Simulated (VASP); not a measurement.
# GeCH₄O₂: harmonic vibrations of a molecule

GeCH₄O₂, molecule in box, 8 atoms in the cell. PBE, harmonic vibrations; PAW potentials O, C, Ge_d, H (PBE set).

## Input

INCAR.step1:
```
PREC     = Accurate       # precision mode
ENCUT    = 400            # plane-wave cutoff, eV
EDIFF    = 1E-8           # SCF threshold, eV
ISMEAR   = 0              # smearing method
SIGMA    = 0.01           # smearing width, eV
ISYM     = 0            
LREAL    = False          # projectors in reciprocal space
LASPH    = True           # aspherical terms in the spheres
NELM     = 100            # most SCF steps
ALGO     = Normal         # electronic algorithm
LWAVE    = False          # write WAVECAR
LCHARG   = False          # write CHGCAR
IBRION   = 2              # ionic algorithm
NSW      = 150            # ionic steps
ISIF     = 2              # what is computed and relaxed
EDIFFG   = -0.005         # ionic threshold
POTIM    = 0.5            # step
```

INCAR.step2, as INCAR.step1 but for:
```
- IBRION = 2
- NSW = 150
- ISIF = 2
- EDIFFG = -0.005
- POTIM = 0.5
+ IBRION = 5
+ NFREE = 2
+ POTIM = 0.015
+ NSW = 1
```

KPOINTS:
```
k-points
0
Gamma
  1 1 1
```

POSCAR.step1:
```
GeH4CO2
1.0
   14.0000000000      0.0000000000      0.0000000000
    0.0000000000     12.0000000000      0.0000000000
    0.0000000000      0.0000000000     12.0000000000
O C Ge H
2 1 1 4
Direct
    0.5741714300      0.4682916700      0.6077958300
    0.5201285700      0.5962583300      0.4882625000
    0.5846071400      0.5529250000      0.5555041700
    0.4090500000      0.5147750000      0.4800791700
    0.6499214300      0.6039166700      0.5582291700
    0.3634071400      0.5115666700      0.5957375000
    0.4325500000      0.3995833300      0.4331708300
    0.3519357100      0.5861166700      0.3978708300
```

Commands (each step's output is kept before the next begins):
```
cat potpaw_PBE.64/O/POTCAR potpaw_PBE.64/C/POTCAR potpaw_PBE.64/Ge_d/POTCAR potpaw_PBE.64/H/POTCAR > POTCAR
cp INCAR.step1 INCAR
cp POSCAR.step1 POSCAR
mpirun -np 8 vasp_gam > vasp.out
cp CONTCAR POSCAR
cp INCAR.step2 INCAR
mpirun -np 8 vasp_gam > vasp.out
```

## Result

- Vibrations (cm⁻¹; a negative value is imaginary): 2955, 2139, 2135, 2111, 1696, 1322, 1181, 992, 851, 839, 804, 777, 604, 581, 505, 264, 164, 143
- Zero-point energy (eV): 1.244
- Translations and rotations, which should read zero (cm⁻¹): -14, -10, -2, 8, 11, 19
- Vibrational entropy at 298 K (meV/K): 0.409
- Displaced cells: 48
- Ionic steps, all stages: 95
- Electronic steps, all stages: 1579

VASP 6.6.1 took 1738 s on 8 cores (Intel Xeon Platinum 8488C (Sapphire Rapids)), a shared host.
